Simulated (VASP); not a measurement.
All values below come from optB88-vdW, VASP's PBE PAW potentials (set 64) (plane waves; VASP).

The input files of a VASP run:

### KPOINTS
```
Automatic mesh
0
Gamma
11 11 3
0 0 0
```

### POSCAR
```
MoS2
1.0
  3.1924803240   0.0000000000   0.0000000000
 -1.5962401620   2.7647687772   0.0000000000
  0.0000000000   0.0000000000  12.4563804234
Mo S
2 4
Cart
  1.5962417582   0.9215886708   9.3422853176
 -0.0000015962   1.8431801064   3.1140951059
  1.5962417582   0.9215886708   4.7209681805
 -0.0000015962   1.8431801064  10.9491583922
 -0.0000015962   1.8431801064   7.7354122429
  1.5962417582   0.9215886708   1.5072220312
```

### INCAR
```
SYSTEM=MoS2
PREC=Normal; ENCUT=400; LREAL=F
LASPH=T
EDIFF=1E-5; NELM=100; NELMIN=4
ALGO=Fast; LMAXMIX=4
ISMEAR=0; SIGMA=0.05
GGA=BO; LUSE_VDW=T; AGGAC=0.0
PARAM1=0.1833333333; PARAM2=0.22
IBRION=2; NSW=20; ISIF=2
EDIFFG=-0.03
LWAVE=F; LCHARG=F
```

POTCAR, in this order: Mo_sv S (PBE.64 set). Program: vasp_std.

The run wrote:

### OSZICAR
```
       N       E                     dE             d eps       ncg     rms          rms(c)
DAV:   1     0.392263994849E+03    0.39226E+03   -0.26406E+04  2296   0.130E+03
DAV:   2    -0.132422541353E+02   -0.40551E+03   -0.39621E+03  2496   0.357E+02
DAV:   3    -0.339058026395E+02   -0.20664E+02   -0.20464E+02  2570   0.707E+01
DAV:   4    -0.343750179567E+02   -0.46922E+00   -0.46788E+00  2493   0.107E+01
DAV:   5    -0.343889369969E+02   -0.13919E-01   -0.13912E-01  2572   0.170E+00    0.298E+01
RMM:   6    -0.320204815606E+02    0.23685E+01   -0.25424E+01  2158   0.209E+01    0.100E+01
RMM:   7    -0.312841694492E+02    0.73631E+00   -0.36382E+00  1996   0.921E+00    0.748E+00
RMM:   8    -0.312718538116E+02    0.12316E-01   -0.12402E+00  2043   0.476E+00    0.104E+00
RMM:   9    -0.312723740067E+02   -0.52020E-03   -0.28665E-01  2197   0.206E+00    0.107E+00
RMM:  10    -0.312669088946E+02    0.54651E-02   -0.65926E-02  2103   0.125E+00    0.193E-01
RMM:  11    -0.312680155806E+02   -0.11067E-02   -0.16188E-02  2307   0.472E-01    0.100E-01
RMM:  12    -0.312682307382E+02   -0.21516E-03   -0.34200E-03  2325   0.197E-01    0.396E-02
RMM:  13    -0.312683102028E+02   -0.79465E-04   -0.87494E-04  2222   0.906E-02    0.160E-02
RMM:  14    -0.312683243325E+02   -0.14130E-04   -0.20273E-04  1913   0.434E-02    0.800E-03
RMM:  15    -0.312683292429E+02   -0.49105E-05   -0.64163E-05  1394   0.213E-02
   1 F= -.31268329E+02 E0= -.31268329E+02  d E =-.312683E+02
       N       E                     dE             d eps       ncg     rms          rms(c)
DAV:   1    -0.312993707154E+02   -0.31046E-01   -0.47531E+00  2264   0.827E+00    0.226E+00
RMM:   2    -0.313139976660E+02   -0.14627E-01   -0.17584E-01  1987   0.198E+00    0.751E-01
RMM:   3    -0.313170768302E+02   -0.30792E-02   -0.31225E-02  2074   0.858E-01    0.493E-01
RMM:   4    -0.313172263191E+02   -0.14949E-03   -0.46132E-03  1998   0.361E-01    0.795E-02
RMM:   5    -0.313172026323E+02    0.23687E-04   -0.14740E-03  2160   0.194E-01    0.653E-02
RMM:   6    -0.313172193329E+02   -0.16701E-04   -0.39324E-04  1948   0.783E-02    0.365E-02
RMM:   7    -0.313172221934E+02   -0.28605E-05   -0.68199E-05  1607   0.348E-02
   2 F= -.31317222E+02 E0= -.31317222E+02  d E =-.488930E-01
       N       E                     dE             d eps       ncg     rms          rms(c)
DAV:   1    -0.313177939094E+02   -0.57458E-03   -0.11370E-01  2432   0.129E+00    0.322E-01
RMM:   2    -0.313181333567E+02   -0.33945E-03   -0.40699E-03  1862   0.302E-01    0.125E-01
RMM:   3    -0.313182065442E+02   -0.73187E-04   -0.72237E-04  1822   0.131E-01    0.671E-02
RMM:   4    -0.313182123227E+02   -0.57785E-05   -0.10444E-04  1749   0.545E-02    0.754E-03
RMM:   5    -0.313182129475E+02   -0.62482E-06   -0.34773E-05  1374   0.296E-02
   3 F= -.31318213E+02 E0= -.31318213E+02  d E =-.498837E-01
```

### OUTCAR
```
------------------------ aborting loop because EDIFF is reached ----------------------------------------
  FORCE on cell =-STRESS in cart. coord.  units (eV):
  Direction    XX          YY          ZZ          XY          YZ          ZX
  --------------------------------------------------------------------------------------
  Total       -0.1631093     -0.1631093     -0.1788068      0.0000000      0.0000000      0.0000000
  in kB       -2.3768974     -2.3768969     -2.6056482      0.0000000      0.0000000      0.0000000
  external PRESSURE =      -2.4531475 kB  Pullay stress =       0.0000000 kB
  volume of cell :      109.95
      direct lattice vectors                 reciprocal lattice vectors
     3.192480324  0.000000000  0.000000000     0.313236073  0.180846950  0.000000000
    -1.596240162  2.764768777  0.000000000     0.000000000  0.361693899  0.000000000
     0.000000000  0.000000000 12.456380423     0.000000000  0.000000000  0.080280143
 POSITION                                       TOTAL-FORCE (eV/Angst)
 -----------------------------------------------------------------------------------
      1.59624      0.92159      9.34229         0.000000     -0.000000      0.000000
     -0.00000      1.84318      3.11410         0.000000      0.000000      0.000000
      1.59624      0.92159      4.68408         0.000000     -0.000000     -0.001611
     -0.00000      1.84318     10.91227        -0.000000      0.000000     -0.001611
     -0.00000      1.84318      7.77230        -0.000000      0.000000      0.001611
      1.59624      0.92159      1.54411         0.000000      0.000000      0.001611
 -----------------------------------------------------------------------------------
    total drift:                                0.000835     -0.000482      0.001129
  FREE ENERGIE OF THE ION-ELECTRON SYSTEM (eV)
  ---------------------------------------------------
  free  energy   TOTEN  =       -31.3182129475 eV

  energy  without entropy=      -31.3182129475  energy(sigma->0) =      -31.31821295

 reached required accuracy - stopping structural energy minimisation
```
(Selected blocks of OUTCAR.)

CONTCAR:
```
MoS2
   1.00000000000000
     3.1924803239999999    0.0000000000000000    0.0000000000000000
    -1.5962401620000000    2.7647687772000000    0.0000000000000000
     0.0000000000000000    0.0000000000000000   12.4563804234000006
  Mo              S
     2     4
Direct
     0.6666669999999968    0.3333330000000032    0.7500000000000000
     0.3333330000000032    0.6666669999999968    0.2500000000000000
     0.6666669999999968    0.3333330000000032    0.3760384859584583
     0.3333330000000032    0.6666669999999968    0.8760384859584583
     0.3333330000000032    0.6666669999999968    0.6239615140415417
     0.6666669999999968    0.3333330000000032    0.1239615140415417
```

The compound is MoS2 in the 2H layered structure. This run relaxes the ions in a fixed cell. Symmetry was kept, so distortions that lower it aren't found.
